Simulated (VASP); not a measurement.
Input:

```xyz
2
Lattice="0.0000 2.4900 2.4900 2.4900 0.0000 2.4900 2.4900 2.4900 0.0000" Properties=species:S:1:pos:R:3 pbc="T T T"
Gd     0.0000     0.0000     0.0000
N      2.4900     2.4900     2.4900
```

The numbers are results of PBE GGA, VASP's PBE PAW potentials (set 64) (plane waves; VASP 6.6.1), not measurements. Settings: 520 eV cut-off, 11×11×11 Γ-centred mesh, first-order Methfessel-Paxton smearing of 0.10 eV, potentials Gd_3 N.

The 4f electrons are frozen in the core of the lanthanide potential, so 4f levels, which can set the real gap, and their magnetism are missing.

### Question
Predict the energy per atom (σ→0), band gap (on the k-mesh) with the smallest direct gap where there is one.

### Answer

The band gap (on the k-mesh) comes out as none (metal, semimetal or under 0.01 eV) and the energy per atom (σ→0) is -8.082 eV/atom.

Only differences to runs with the same potentials and settings are physical.

The compound is GdN in the rock salt structure. The cell was not relaxed at this level. The start is the result of an earlier pass.
